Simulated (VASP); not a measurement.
```
CELL_PARAMETERS angstrom
      3.99332     0.00000     0.00000
      0.00000     3.99332     0.00000
      0.00000     0.00000     3.99332
ATOMIC_POSITIONS crystal
  Sr 0.00000 0.00000 0.00000
  Ti 0.50000 0.50000 0.50000
  O  0.50000 0.00000 0.50000
  O  0.00000 0.50000 0.50000
  O  0.50000 0.50000 0.00000
```

Method: vdW-DF2, VASP's PBE PAW potentials (set 64) (plane waves; VASP). Numerical set-up: 520 eV cut-off, 6×6×6 Γ-centred mesh, tetrahedra with Blöchl corrections, potentials Sr_sv Ti_sv O.

Q: Estimate the energy per atom (σ→0), band gap (on the k-mesh) with the smallest direct gap where there is one.

A: 
```
Quantity                                     Result
-----------------------------------  --------------
band gap (on the k-mesh)                    1.75 eV
smallest direct gap (on the k-mesh)         2.13 eV
energy per atom (σ→0)                -6.046 eV/atom
```

Only differences to runs with the same potentials and settings are physical.

The compound is SrTiO3 in the cubic perovskite structure, the ideal cubic form; the compound distorts at low or room temperature. It was relaxed first, which changed the volume by +7 %.
